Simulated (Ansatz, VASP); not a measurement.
# Cross-check of SnTe between VASP and Ansatz, part 2 of 2

Wanted: the spread between two codes on one cell, functional and k mesh. The cell is taken from a series of runs on this material, whose earlier steps may have relaxed, scaled, displaced or heated it; both programs get it as it stands.

VASP 6.6.1 and Ansatz 0.2.0.

So far: The structure; VASP: relaxation of cell and atoms, PBEsol; Ansatz: relaxation of cell and atoms, PBEsol; Differences.

## (5) VASP: zone-centre phonons, PBEsol

Level of this step: PBEsol; plane waves and PAW (Sn_d, Te) (VASP).

Second derivatives magnify differences that forces hide, and they need a tight electronic threshold.

File INCAR:

```
SYSTEM = SnTe
PREC = Accurate
ENCUT = 500
EDIFF = 1E-08
NELM = 120
ISMEAR = -1
SIGMA = 0.1
LREAL = .FALSE.
ALGO = Normal
GGA = PS
NBANDS = 16
LORBIT = 11
LWAVE = .FALSE.
LCHARG = .FALSE.
ISIF = 2
IBRION = 8
LASPH = .TRUE.
GGA_COMPAT = .FALSE.
EFERMI = MIDGAP
KPAR = 2
```

File POSCAR:

```
SnTe
1.0
   -3.1442028685      0.0000000000      3.1442028685
    0.0000000000      3.1442028685      3.1442028685
   -3.1442028685      3.1442028685      0.0000000000
Sn Te
1 1
Direct
    0.0000000000      0.0000000000      0.0000000000
    0.5000000000      0.5000000000      0.5000000000
```

File KPOINTS:

```
Automatic mesh
0
Gamma
8 8 8
0 0 0
```

Potentials, in the order of the species: Sn_d and Te (PBE family, release 64).

Launch:

```console
$ mpirun -np 2 vasp_std
```

Numbers of over 12 decimals in the logs are rounded to 6 here.

Log:

```text
[banner, memory and clock lines left out]
running    2 mpi-ranks, on    1 nodes
[...]
[... a notice as in an earlier step ...]

 LDA part: xc-table for (Slater+PW92), standard interpolation
 POSCAR, INCAR and KPOINTS ok, starting setup
[...]
entering main loop
       N       E                     dE             d eps       ncg     rms          rms(c)
DAV:   1     0.122718262398E+03    0.12272E+03   -0.94386E+03   936   0.141E+03
DAV:   2     0.228861649289E+01   -0.12043E+03   -0.11739E+03   976   0.351E+02
DAV:   3    -0.810018033955E+01   -0.10389E+02   -0.10347E+02  1216   0.886E+01
DAV:   4    -0.838313969233E+01   -0.28296E+00   -0.28292E+00  1120   0.162E+01
[...]
DAV:  16    -0.833986822955E+01   -0.12156E-07   -0.15525E-09   656   0.263E-04    0.725E-04
DAV:  17    -0.833986824507E+01   -0.15518E-07   -0.31034E-10   616   0.188E-04    0.180E-04
DAV:  18    -0.833986824705E+01   -0.19863E-08   -0.87012E-11   584   0.979E-05
   1 F= -.83398682E+01 E0= -.83368055E+01  d E =-.612540E-02
[...]
RMM:  12    -0.220095251149E+00    0.48211E-07    0.20453E-07  3824   0.738E-05    0.441E-05
RMM:  13    -0.220095221567E+00    0.29582E-07    0.91476E-08  3989   0.382E-05    0.299E-05
RMM:  14    -0.220095224769E+00   -0.32023E-08    0.55873E-08  3335   0.218E-05    0.348E-05
 first order change of Fermi-energy   0.14491E-03
 force on displaced ion       1 direction 1 :  -0.154   0.000   0.000
 Linear response progress:
  Degree of freedom:   2/  2
       N       E                     dE             d eps       ncg     rms          rms(c)
RMM:   1    -0.467859959378E-01   -0.46786E-01    0.67772E-02  3956   0.868E-01
RMM:   2    -0.473999790422E-01   -0.61398E-03   -0.19894E-03  3531   0.218E-01    0.619E-02
RMM:   3    -0.475800831237E-01   -0.18010E-03   -0.15647E-04  3572   0.604E-02    0.470E-02
RMM:   4    -0.478492245841E-01   -0.26914E-03   -0.24472E-05  3532   0.308E-02    0.560E-03
[...]
RMM:  10    -0.478528086910E-01   -0.81502E-07    0.60783E-08  3790   0.153E-05    0.312E-06
RMM:  11    -0.478527902629E-01    0.18428E-07    0.60919E-08  3531   0.751E-06    0.139E-06
RMM:  12    -0.478527898551E-01    0.40779E-09   -0.21029E-08  2750   0.380E-06    0.360E-07
 first order change of Fermi-energy  -0.27217E-03
 force on displaced ion       2 direction 1 :  -0.127   0.000   0.000
 Linear response finished
```

OUTCAR, selected parts (step 5):

```text
  Total        0.0095305      0.0095305      0.0095305      0.0000000     -0.0000000     -0.0000000
  in kB        0.2456201      0.2456201      0.2456201      0.0000000     -0.0000000     -0.0000000
  external PRESSURE =       0.2456201 kB  Pullay stress =       0.0000000 kB

 POSITION                                       TOTAL-FORCE (eV/Angst)
 -----------------------------------------------------------------------------------
      0.00000      0.00000      0.00000         0.000000      0.000000      0.000000
     -3.14420      3.14420      3.14420        -0.000000     -0.000000     -0.000000
 -----------------------------------------------------------------------------------
    total drift:                                0.000000      0.000000     -0.000000

[... 1 part as in an earlier step ...]

[... 1 further part left out ...]
```

Energies printed during the response cycles are not total energies of the cell. The gap is under twice the smearing width, so the edge states are partly filled and the run can't tell a small gap from a semimetal.

## (6) Ansatz: zone-centre phonons, PBEsol

The same cell, functional, mesh and smearing now go to Ansatz, which takes its cutoff from its data sets.

The cell is taken from a series of runs on this material, whose earlier steps may have relaxed, scaled, displaced or heated it; both programs get it as it stands.

File input.yaml:

```yaml
crystal:
  lattice:
    - [-3.1442028685, 0.0, 3.1442028685]
    - [0.0, 3.1442028685, 3.1442028685]
    - [-3.1442028685, 3.1442028685, 0.0]
  atoms:
    - { symbol: Sn, position: [0.0, 0.0, 0.0] }
    - { symbol: Te, position: [0.5, 0.5, 0.5] }
kpoints:
  mp_grid: { grid: [8, 8, 8] }
hamiltonian:
  xc: pbesol
scf:
  occupations: { method: fermi_dirac, width: 0.1 }
output:
  eigenvalues: true
phonons:
  method: dfpt
```

Launch:

```console
$ ansatz run input.yaml --threads 2 --pin off --max-ram 5120MiB --backend cpu --events-out ev --progress --plain --runs-dir out
```

Log:

```text
[...]
Crystal: 2 atoms, lattice volume = 62.167 Å³
Basis set: ecut = 420 eV, 1243 PW (Γ), exchange–correlation on 60×60×60 points (8 copies of the dense FFT grid, shifted against one another)
Bands: 19, of which v1, the nominal top of the filled ones, is band 15 counted from 1 (14 counted from 0)
Symmetry: 48 space group operations
k-points: 59 of 512 (irreducible under 8 space group operations, time reversal used)
[...]
k mesh reduced under 8 symmetry operations, with k and −k counted as one. Each operation leaves every solved perturbation unchanged. A smaller set is not used because it would not reduce the number of displacements times k-points to solve
  ASR residual: 3.053e-5 → 0.000e0 eV/Å²; symmetrization residual: 6.225e-5 eV/Å²
  ASR residual per site (eV/Å²): 3.05e-5 1.82e-5
  Γ frequencies (cm⁻¹): 0.00 0.00 0.00 19.85 19.85 19.85
  non-analytic LO–TO correction: not included (Born effective charges unavailable; polar crystals: no LO–TO splitting at Γ)
[key lines of the parts left out:]
SCF converged after 9 iterations
Free energy (F): -12851.850080 eV
Fermi energy:    9.650094 eV
```

## (7) Comparison

What differs besides the data sets and the points named for the pairs above, as far as they apply: the data sets hold 30 valence electrons in Ansatz (on its default PAW (the set named soft_2) files) and 20 in VASP. Total energies have different zeros and are not compared.

Compared:

| quantity | Ansatz | VASP | difference |
| --- | --- | --- | --- |
| optical mode 1 to 3 (cm⁻¹) | 19.9 | 25.0 | -5.2 |

Modes are paired by rising frequency, not by their patterns, so a pair may set unlike modes beside each other; they are those without the splitting of longitudinal modes.

## (8) Results

```
difference in volume (relaxation of cell and atoms, PBEsol)                                                          : -0.025 %
r.m.s. difference of the optical zone-centre modes, each program's sorted by frequency (zone-centre phonons, PBEsol) : 5.2 cm⁻¹
```

**Reading.** The difference in volume is -0.025 % (relaxation of cell and atoms, PBEsol), within the 1.2 % picked in this series as the mark of a large difference, as far as the stopping tolerances let one tell. The data sets hold unlike numbers of valence electrons (30 in Ansatz and 20 in VASP), so part of the differences comes from the potentials. 1 further run of this series is not shown here. How closely two codes agree says nothing of how well the functional describes the real material.

[Lines on the potential files, build, host, timing and source positions are cut from VASP's logs without a mark.]

[Logs are printed without paths, hosts, clocks, repeated set-up lines and the standing remarks that a program may print on its own settings, such as how far it seeks lower states.]

[Hosts, paths, dates, database ids (printed as entryN), source tags and the programs' standing remarks are cut or masked in the printed files.]
